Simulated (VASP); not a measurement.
Input:

```
CELL_PARAMETERS angstrom
      3.46350     0.00000     0.00000
      0.00000     3.46350     0.00000
      0.00000     0.00000     3.46350
ATOMIC_POSITIONS crystal
  Si 0.00000 0.00000 0.00000
  Ni 0.00000 0.50000 0.50000
  Ni 0.50000 0.00000 0.50000
  Ni 0.50000 0.50000 0.00000
```

All values below come from r2SCAN meta-GGA, VASP's PBE PAW potentials (set 64) (plane waves; VASP 6.6.1). Settings: 480 eV cut-off, 8×8×8 Γ-centred mesh, first-order Methfessel-Paxton smearing of 0.10 eV, potentials Si Ni.

Q: The ions, cell shape and volume at an external pressure of 5.0 GPa are relaxed. Which structure does the run end with?

A: 
```
CELL_PARAMETERS angstrom
      3.44288     0.00000     0.00000
      0.00000     3.44288     0.00000
      0.00000     0.00000     3.44288
ATOMIC_POSITIONS crystal
  Si 0.00000 0.00000 0.00000
  Ni 0.00000 0.50000 0.50000
  Ni 0.50000 0.00000 0.50000
  Ni 0.50000 0.50000 0.00000
```
Space group Pm-3m (221), at a tolerance of 0.03 Å.

Q: How do energy and volume change from the first to the last step?

A: The energy (σ→0) changes by +3.1 meV/atom and the volume by -1.8 %, in 3 ionic steps.

The compound is Ni3Si in the L1_2 structure. This run relaxes it under an external pressure of 5 GPa. Symmetry was kept, so distortions that lower it aren't found. The run is not spin-polarised, so no magnetic state was tried.
